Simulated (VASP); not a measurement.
These are PBEsol GGA, VASP's PBE PAW potentials (set 64) (plane waves; VASP) values and carry that method's errors.

A VASP calculation is set up with these files.

### POSCAR
```
Zn4S2Se2
5.4928140
  1.0000000382   0.0000000000   0.0000000000
  0.0000000000   1.0000000382   0.0000000000
  0.0000000000   0.0000000000   0.9989622036
Zn Se S
4 2 2
Cartesian
  0.0000000000   0.0000000000   0.9853657132
  0.5000000191   0.5000000191   0.9853657132
  0.5000000191   0.0000000000   0.5130775922
  0.0000000000   0.5000000191   0.5130775922
  0.2500000095   0.2500000095   0.2497405509
  0.7500000286   0.7500000286   0.2497405509
  0.7500000286   0.2500000095   0.7492216527
  0.2500000095   0.7500000286   0.7492216527
```

**INCAR**
```
ALGO=Normal
EDIFF=1E-7
ENCUT=400
GGA=PS
ISIF=2
ISMEAR=-5
LASPH=.True.
LCHARG=.True.
LEFG=.True.
LMAXMIX=4
LORBIT=11
LREAL=.False.
LWAVE=.False.
NEDOS=601
NELM=100
PREC=Accurate
SYSTEM=Zn4S2Se2
```

File KPOINTS:
```
K-points
0
G
  5 5 5
```

POTCAR, in this order: Zn Se S (PBE.64 set). Program: vasp_std.

Output

### OUTCAR
```
 ion  position               nearest neighbor table
   1  0.000  0.000  0.986-   7 2.34   8 2.34   5 2.42   6 2.42
   2  0.500  0.500  0.986-   7 2.34   8 2.34   5 2.42   6 2.42
   3  0.500  0.000  0.514-   7 2.34   8 2.34   5 2.42   6 2.42
   4  0.000  0.500  0.514-   7 2.34   8 2.34   5 2.42   6 2.42
   5  0.250  0.250  0.250-   1 2.42   2 2.42   3 2.42   4 2.42
   6  0.750  0.750  0.250-   1 2.42   2 2.42   3 2.42   4 2.42
   7  0.750  0.250  0.750-   1 2.34   2 2.34   3 2.34   4 2.34
   8  0.250  0.750  0.750-   1 2.34   2 2.34   3 2.34   4 2.34
  LATTYP: Found a simple tetragonal cell.
 ALAT       =     5.4928142097
 C/A-ratio  =     0.9989621655
 Subroutine PRICEL returns following result:
  LATTYP: Found a simple tetragonal cell.
 ALAT       =     3.8840061755
 C/A-ratio  =     1.4127458427
 Subroutine GETGRP returns: Found  8 space group operations
The static configuration has the point symmetry C_2v.
 The point group associated with its full space group is D_2d.
The dynamic configuration has the point symmetry C_2v.
 Subroutine INISYM returns: Found  8 space group operations
 Subroutine IBZKPT returns following result:
 Found     18 irreducible k-points:

 Following reciprocal coordinates:
...
```

### OSZICAR
```
       N       E                     dE             d eps       ncg     rms          rms(c)
DAV:   1     0.512438923267E+03    0.51244E+03   -0.28906E+04  1548   0.167E+03
DAV:   2     0.350901175833E+02   -0.47735E+03   -0.46587E+03  1575   0.387E+02
DAV:   3    -0.275105445982E+02   -0.62601E+02   -0.61972E+02  1712   0.138E+02
DAV:   4    -0.300400983879E+02   -0.25296E+01   -0.25223E+01  1832   0.272E+01
DAV:   5    -0.300727096273E+02   -0.32611E-01   -0.32591E-01  1785   0.332E+00    0.125E+01
DAV:   6    -0.286237740454E+02    0.14489E+01   -0.39153E+00  2154   0.446E+01    0.942E+00
DAV:   7    -0.286678400790E+02   -0.44066E-01   -0.33269E+00  1654   0.764E+00    0.400E+00
DAV:   8    -0.286384355690E+02    0.29405E-01   -0.16193E-01  1971   0.448E+00    0.148E+00
DAV:   9    -0.286374448017E+02    0.99077E-03   -0.41053E-02  1961   0.253E+00    0.368E-01
DAV:  10    -0.286375204046E+02   -0.75603E-04   -0.25184E-03  1763   0.456E-01    0.246E-01
DAV:  11    -0.286376599733E+02   -0.13957E-03   -0.12032E-03  2126   0.163E-01    0.546E-02
DAV:  12    -0.286376570828E+02    0.28904E-05   -0.28382E-04  1810   0.946E-02    0.473E-02
DAV:  13    -0.286376675464E+02   -0.10464E-04   -0.40958E-05  1865   0.440E-02    0.249E-02
DAV:  14    -0.286376722971E+02   -0.47507E-05   -0.86483E-06  1639   0.230E-02    0.147E-02
DAV:  15    -0.286376715038E+02    0.79328E-06   -0.19240E-06  2024   0.137E-02    0.437E-03
DAV:  16    -0.286376715067E+02   -0.28695E-08   -0.24585E-06  1943   0.748E-03    0.311E-03
DAV:  17    -0.286376715179E+02   -0.11245E-07   -0.37694E-07  1352   0.335E-03
   1 F= -.28637672E+02 E0= -.28637672E+02  d E =0.000000E+00
```

### OUTCAR
```
------------------------ aborting loop because EDIFF is reached ----------------------------------------
  FORCE on cell =-STRESS in cart. coord.  units (eV):
  Direction    XX          YY          ZZ          XY          YZ          ZX
  --------------------------------------------------------------------------------------
  Total        0.1300392      0.1300392      0.1697915      0.0000000      0.0000000      0.0000000
  in kB        1.2584939      1.2584939      1.6432085      0.0000000      0.0000000      0.0000000
  external PRESSURE =       1.3867321 kB  Pullay stress =       0.0000000 kB
  volume of cell :      165.55
      direct lattice vectors                 reciprocal lattice vectors
     5.492814210  0.000000000  0.000000000     0.182056039  0.000000000  0.000000000
     0.000000000  5.492814210  0.000000000     0.000000000  0.182056039  0.000000000
     0.000000000  0.000000000  5.487113577     0.000000000  0.000000000  0.182245180
 POSITION                                       TOTAL-FORCE (eV/Angst)
 -----------------------------------------------------------------------------------
      0.00000      0.00000      5.41243        -0.000000      0.000000      0.010109
      2.74641      2.74641      5.41243        -0.000000      0.000000      0.010109
      2.74641      0.00000      2.81824         0.000000      0.000000     -0.010109
      0.00000      2.74641      2.81824        -0.000000      0.000000     -0.010109
      1.37320      1.37320      1.37178         0.000000     -0.000000      0.000000
      4.11961      4.11961      1.37178         0.000000     -0.000000      0.000000
      4.11961      1.37320      4.11534         0.000000     -0.000000      0.000000
      1.37320      4.11961      4.11534         0.000000     -0.000000      0.000000
 -----------------------------------------------------------------------------------
    total drift:                                0.000000      0.000000      0.000000
  FREE ENERGIE OF THE ION-ELECTRON SYSTEM (eV)
  ---------------------------------------------------
  free  energy   TOTEN  =       -28.6376715179 eV

  energy  without entropy=      -28.6376715179  energy(sigma->0) =      -28.63767152

 total charge

# of ion       s       p       d       tot
------------------------------------------
    1        0.537   0.485   9.792  10.815
    2        0.537   0.485   9.792  10.815
    3        0.537   0.485   9.792  10.815
    4        0.537   0.485   9.792  10.815
    5        1.436   2.442   0.034   3.911
    6        1.436   2.442   0.034   3.911
    7        1.311   2.405   0.000   3.716
    8        1.311   2.405   0.000   3.716
--------------------------------------------------
tot          7.641  11.633  39.236  58.511

 Electric field gradients after diagonalization (V/A^2)
 (convention: |V_zz| > |V_xx| > |V_yy|)
----------------------------------------------------------------------
 ion       V_xx      V_yy      V_zz     asymmetry (V_yy - V_xx)/ V_zz
----------------------------------------------------------------------
   1       3.558     0.579    -4.137       0.720
   2       3.558     0.579    -4.137       0.720
   3       3.558     0.579    -4.137       0.720
   4       3.558     0.579    -4.137       0.720
   5     -15.757   -15.757    31.514       0.000
   6     -15.757   -15.757    31.514       0.000
   7       7.662     7.662   -15.325       0.000
   8       7.662     7.662   -15.325       0.000
```
(Selected blocks of OUTCAR.)

OUTCAR:
```
 val. band max:        2.0112645590   @ k =   0.0000   0.0000   0.0000

 cond. band min:       3.5728218815   @ k =   0.0000   0.0000   0.0000


 Fermi energy:         2.0323026489

 k-point     1 :       0.0000    0.0000    0.0000
  band No.  band energies     occupation
      1     -11.4263      2.00000
      2     -10.2411      2.00000
      3     -10.2014      2.00000
      4     -10.1585      2.00000
      5      -4.6606      2.00000
      6      -4.6393      2.00000
      7      -4.6393      2.00000
      8      -4.6129      2.00000
      9      -4.6129      2.00000
     10      -4.5714      2.00000
     11      -4.3074      2.00000
     12      -4.2918      2.00000
     13      -4.2918      2.00000
     14      -4.2867      2.00000
     15      -4.2867      2.00000
     16      -4.2674      2.00000
     17      -4.1503      2.00000
     18      -4.1499      2.00000
     19      -4.0842      2.00000
     20      -4.0842      2.00000
     21      -4.0812      2.00000
     22      -3.9784      2.00000
     23      -3.9373      2.00000
     24      -3.9153      2.00000
     25      -2.8596      2.00000
     26      -2.8596      2.00000
     27      -2.8423      2.00000
     28      -0.5833      2.00000
     29      -0.4130      2.00000
     30      -0.4130      2.00000
     31      -0.3427      2.00000
     32      -0.3427      2.00000
     33      -0.1326      2.00000
     34       1.9457      2.00000
     35       2.0113      2.00000
     36       2.0113      2.00000
     37       3.5728      0.00000
     38       4.6842      0.00000
     39       4.9774      0.00000
     40       5.1753      0.00000
     41       5.5794      0.00000
     42       5.6186      0.00000
     43       5.6186      0.00000

 k-point     2 :       0.2000    0.0000    0.0000
  band No.  band energies     occupation
      1     -11.3271      2.00000
      2     -10.3491      2.00000
      3     -10.1991      2.00000
      4     -10.1884      2.00000
      5      -4.6480      2.00000
...
```

The structure was generated: Zn4S2Se2 was put into an ordered model structure (P-4m2), which need not be its known phase. It was relaxed first.
